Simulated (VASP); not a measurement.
A cell of MgS (rock salt) near equilibrium:

```xyz
2
Lattice="0.0000 2.5957 2.5957 2.5957 0.0000 2.5957 2.5957 2.5957 0.0000" Properties=species:S:1:pos:R:3 pbc="T T T"
Mg     0.0000     2.5957     2.5957
S      2.5957     2.5957     2.5957
```

Method: r2SCAN meta-GGA, VASP's PBE PAW potentials (set 64) (plane waves; VASP).

```json
[
 {"run": "as it is", "ΔE (meV/atom)": "0.0", "σxx": "0.06", "σyy": "0.06", "σzz": "0.06", "largest shear component, with its sign (GPa)": "0.00", "largest force (eV/Å)": "0.000", "gap (eV)": "3.45"},
 {"run": "after one change", "ΔE (meV/atom)": "0.7", "σxx": "0.07", "σyy": "0.05", "σzz": "0.07", "largest shear component, with its sign (GPa)": "-0.91", "largest force (eV/Å)": "0.000", "gap (eV)": "3.37"}
]
```
Stress is in GPa, positive when the cell is compressed; gaps are those on the k-mesh, and 0.00 means metallic.

Q: Which change was made?
A) shear strain γ_xz = +1.5 %
B) shear strain γ_xy = -4.0 %
C) uniaxial strain of -1.0 % along y
D) atom 2 (S) moved by 0.100 Å along x

A: A, shear strain γ_xz = +1.5 %

The compound is MgS in the rock salt structure.
